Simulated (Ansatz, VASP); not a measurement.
# Cross-check of ZnO (zincite) between VASP and Ansatz, part 2 of 3

One calculation is typed for both programs; each brings its own data sets. How far apart do they land? The cell is taken from a series of runs on this material, whose earlier steps may have relaxed, scaled, displaced or heated it; both programs get it as it stands.

VASP 6.6.1 and Ansatz 0.2.0.

So far: Starting point; VASP: zone-centre phonons, PBE.

## (2) VASP: zone-centre phonons, PBE (continued)

Level of this step: PBE; plane waves and PAW (O, Zn) (VASP).

Parts of OUTCAR (step 2):

```text
ion  position               nearest neighbor table
   1  0.667  0.333  0.379-   3 2.03   3 2.03   3 2.03   4 2.03
   2  0.333  0.667  0.879-   4 2.03   4 2.03   4 2.03   3 2.03
   3  0.333  0.667  0.500-   1 2.03   1 2.03   1 2.03   2 2.03
   4  0.667  0.333  1.000-   2 2.03   2 2.03   2 2.03   1 2.03

  LATTYP: Found a hexagonal cell.
 ALAT       =     3.3227216754
 C/A-ratio  =     1.6146702219

 Subroutine GETGRP returns: Found 12 space group operations
 (whereof  6 operations were pure point group operations)

The static configuration has the point symmetry C_3v.
 The point group associated with its full space group is C_6v.

 Found    162 irreducible k-points:

   k-points           NKPTS =    162   k-points in BZ     NKDIM =    162   number of bands    NBANDS=     24

   dimension x,y,z NGX =    28 NGY =   28 NGZ =   48
   dimension x,y,z NGXF=    56 NGYF=   56 NGZF=   96

   ENCUT  =  600.0 eV  44.10 Ry    6.64 a.u.   6.64  6.64 10.72*2*pi/ulx,y,z

   NELECT =      36.0000    total number of electrons

 k-points in reciprocal lattice and weights: Automatic mesh
   0.00000000  0.00000000  0.00000000       0.000
   0.06666667  0.00000000  0.00000000       0.003
   0.13333333 -0.00000000  0.00000000       0.003
   0.20000000 -0.00000000  0.00000000       0.003
   0.26666667 -0.00000000  0.00000000       0.003
   0.33333333  0.00000000  0.00000000       0.003
   0.40000000 -0.00000000  0.00000000       0.003
   0.46666667 -0.00000000  0.00000000       0.003
   0.06666667  0.06666667  0.00000000       0.003
[...]
-1.661360838  2.877561381  0.000000000     0.000000000  0.347516479  0.000000000
     0.000000000  0.000000000  5.365099745     0.000000000  0.000000000  0.186389825

 POSITION                                       TOTAL-FORCE (eV/Angst)
 -----------------------------------------------------------------------------------
      1.66136      0.95919      2.03350         0.000000     -0.000000     -0.000436
     -0.00000      1.91837      4.71605        -0.000000     -0.000000     -0.000436
     -0.00000      1.91837      2.68247         0.000000     -0.000000      0.000436
      1.66136      0.95919      5.36502         0.000000      0.000000      0.000436
 -----------------------------------------------------------------------------------
    total drift:                               -0.000000      0.000000      0.000511

 MACROSCOPIC STATIC DIELECTRIC TENSOR (including local field effects in DFT)
 ------------------------------------------------------
           5.518797     0.000000     0.000000
           0.000000     5.518797     0.000000
          -0.000000     0.000000     5.504679
 ------------------------------------------------------

 PIEZOELECTRIC TENSOR (including local field effects)  for field in x, y, z        (C/m^2)
          XX          YY          ZZ          XY          YZ          ZX
  --------------------------------------------------------------------------------
  x     0.00000     0.00000     0.00000    -0.00000     0.00000     0.41207
  y    -0.00000     0.00000     0.00000     0.00000     0.41207     0.00000
  z     0.39584     0.39584    -0.79290     0.00000     0.00000    -0.00000

 BORN EFFECTIVE CHARGES (including local field effects) (in |e|, cummulative output)
 ---------------------------------------------------------------------------------
 ion    1
    1    -2.14754     0.00000     0.00000
    2     0.00000    -2.14754     0.00000
    3     0.00000    -0.00000    -2.20210
 ion    2
    1    -2.14754     0.00000     0.00000
    2     0.00000    -2.14754     0.00000
    3     0.00000     0.00000    -2.20210
 ion    3
    1     2.14754     0.00000    -0.00000
    2     0.00000     2.14754     0.00000
    3    -0.00000     0.00000     2.20210
 ion    4
    1     2.14754     0.00000     0.00000
    2     0.00000     2.14754    -0.00000
    3     0.00000     0.00000     2.20210

 Eigenvectors and eigenvalues of the dynamical matrix
 ----------------------------------------------------

   1 f  =   14.625461 THz    91.894479 2PiTHz  487.852854 cm-1    60.486018 meV
             X         Y         Z           dx          dy          dz
      1.661361  0.959187  2.033503     0.000000   -0.000000   -0.704696
     -0.000000  1.918374  4.716053    -0.000000    0.000000    0.704696
     -0.000000  1.918374  2.682473    -0.000000   -0.000000   -0.058343
      1.661361  0.959187  5.365023     0.000000   -0.000000    0.058343

   2 f  =   11.187305 THz    70.291908 2PiTHz  373.168314 cm-1    46.266953 meV
             X         Y         Z           dx          dy          dz
      1.661361  0.959187  2.033503     0.661067    0.000079    0.000000
     -0.000000  1.918374  4.716053    -0.661067   -0.000079   -0.000000
     -0.000000  1.918374  2.682473    -0.250978   -0.000030    0.000000
      1.661361  0.959187  5.365023     0.250978    0.000030   -0.000000

   3 f  =   11.187305 THz    70.291908 2PiTHz  373.168314 cm-1    46.266953 meV
             X         Y         Z           dx          dy          dz
      1.661361  0.959187  2.033503     0.000079   -0.661067    0.000000
     -0.000000  1.918374  4.716053    -0.000079    0.661067    0.000000
     -0.000000  1.918374  2.682473    -0.000030    0.250978   -0.000000
      1.661361  0.959187  5.365023     0.000030   -0.250978   -0.000000

   4 f  =   10.326272 THz    64.881877 2PiTHz  344.447341 cm-1    42.706008 meV
             X         Y         Z           dx          dy          dz
      1.661361  0.959187  2.033503    -0.633693    0.000022    0.000000
     -0.000000  1.918374  4.716053    -0.633693    0.000022   -0.000000
     -0.000000  1.918374  2.682473     0.313740   -0.000011    0.000000
      1.661361  0.959187  5.365023     0.313740   -0.000011   -0.000000

   5 f  =   10.326272 THz    64.881877 2PiTHz  344.447341 cm-1    42.706008 meV
             X         Y         Z           dx          dy          dz
      1.661361  0.959187  2.033503    -0.000022   -0.633693   -0.000000
     -0.000000  1.918374  4.716053    -0.000022   -0.633693   -0.000000
     -0.000000  1.918374  2.682473     0.000011    0.313740    0.000000
      1.661361  0.959187  5.365023     0.000011    0.313740    0.000000

   6 f  =    9.720560 THz    61.076077 2PiTHz  324.242966 cm-1    40.200986 meV
             X         Y         Z           dx          dy          dz
      1.661361  0.959187  2.033503    -0.000000   -0.000000    0.633684
     -0.000000  1.918374  4.716053    -0.000000   -0.000000    0.633684
     -0.000000  1.918374  2.682473     0.000000    0.000000   -0.313759
      1.661361  0.959187  5.365023    -0.000000   -0.000000   -0.313759

   7 f  =    7.121276 THz    44.744294 2PiTHz  237.540187 cm-1    29.451216 meV
             X         Y         Z           dx          dy          dz
      1.661361  0.959187  2.033503     0.000000    0.000000   -0.058343
     -0.000000  1.918374  4.716053     0.000000    0.000000    0.058343
     -0.000000  1.918374  2.682473    -0.000000   -0.000000    0.704696
      1.661361  0.959187  5.365023     0.000000    0.000000   -0.704696

   8 f  =    2.823689 THz    17.741764 2PiTHz   94.188141 cm-1    11.677836 meV
             X         Y         Z           dx          dy          dz
      1.661361  0.959187  2.033503     0.250977    0.000939   -0.000000
     -0.000000  1.918374  4.716053    -0.250977   -0.000939   -0.000000
     -0.000000  1.918374  2.682473     0.661063    0.002473   -0.000000
      1.661361  0.959187  5.365023    -0.661063   -0.002473   -0.000000

   9 f  =    2.823689 THz    17.741764 2PiTHz   94.188141 cm-1    11.677836 meV
             X         Y         Z           dx          dy          dz
      1.661361  0.959187  2.033503     0.000939   -0.250977    0.000000
     -0.000000  1.918374  4.716053    -0.000939    0.250977    0.000000
     -0.000000  1.918374  2.682473     0.002473   -0.661063   -0.000000
      1.661361  0.959187  5.365023    -0.002473    0.661063    0.000000

  10 f/i=    0.003660 THz     0.022999 2PiTHz    0.122099 cm-1     0.015138 meV
             X         Y         Z           dx          dy          dz
      1.661361  0.959187  2.033503    -0.280318   -0.140907   -0.000000
     -0.000000  1.918374  4.716053    -0.280318   -0.140907   -0.000000
     -0.000000  1.918374  2.682473    -0.566186   -0.284605   -0.000000
      1.661361  0.959187  5.365023    -0.566186   -0.284605   -0.000000

  11 f/i=    0.003660 THz     0.022999 2PiTHz    0.122099 cm-1     0.015138 meV
             X         Y         Z           dx          dy          dz
      1.661361  0.959187  2.033503    -0.140907    0.280318    0.000000
     -0.000000  1.918374  4.716053    -0.140907    0.280318    0.000000
     -0.000000  1.918374  2.682473    -0.284605    0.566186    0.000000
      1.661361  0.959187  5.365023    -0.284605    0.566186    0.000000

  12 f/i=    0.003728 THz     0.023423 2PiTHz    0.124348 cm-1     0.015417 meV
             X         Y         Z           dx          dy          dz
      1.661361  0.959187  2.033503     0.000000    0.000000   -0.313759
     -0.000000  1.918374  4.716053     0.000000    0.000000   -0.313759
     -0.000000  1.918374  2.682473     0.000000    0.000000   -0.633684
      1.661361  0.959187  5.365023     0.000000    0.000000   -0.633684

 MACROSCOPIC STATIC DIELECTRIC TENSOR IONIC CONTRIBUTION
 ------------------------------------------------------
           5.798318     0.000000     0.000000
           0.000000     5.798318    -0.000000
           0.000000    -0.000000     6.879823
 ------------------------------------------------------

 ELASTIC MODULI CONTR FROM IONIC RELAXATION (kBar)
 Direction    XX          YY          ZZ          XY          YZ          ZX
 --------------------------------------------------------------------------------
 XX        -404.7984    181.4430    219.6095     -0.0000      0.0000     -0.0000
 YY         181.4430   -404.7984    219.6095     -0.0000     -0.0000      0.0000
 ZZ         219.6095    219.6095   -431.8530      0.0000     -0.0000      0.0000
 XY          -0.0000     -0.0000      0.0000   -293.1207     -0.0000      0.0000
 YZ          -0.0000      0.0000     -0.0000     -0.0000    -99.5430     -0.0000
 ZX          -0.0000      0.0000      0.0000      0.0000     -0.0000    -93.7856
 --------------------------------------------------------------------------------

 PIEZOELECTRIC TENSOR IONIC CONTR  for field in x, y, z        (C/m^2)
          XX          YY          ZZ          XY          YZ          ZX
  --------------------------------------------------------------------------------
  x    -0.00000     0.00000     0.00000    -0.00000    -0.00000    -0.69389
  y     0.00000     0.00000    -0.00000    -0.00000    -0.71487    -0.00000
  z    -0.82479    -0.82479     1.62192    -0.00000     0.00000    -0.00000
```

The gap is read on the k-mesh alone, so it is an upper bound where the band edges lie off the mesh. Energies printed during the response cycles are not total energies of the cell. With a direct gap this small, the dielectric response converges slowly with the mesh, so tensor and charges are uncertain; a mesh that holds the point of the least gap tends to give too large a tensor.

[end of part 2 of 3]

[Lines on the potential files, build, host, timing and source positions are cut from VASP's logs without a mark.]

[Logs are printed without paths, hosts, clocks, repeated set-up lines and the standing remarks that a program may print on its own settings, such as how far it seeks lower states.]

[Hosts, paths, dates, database ids (printed as entryN), source tags and the programs' standing remarks are cut or masked in the printed files.]
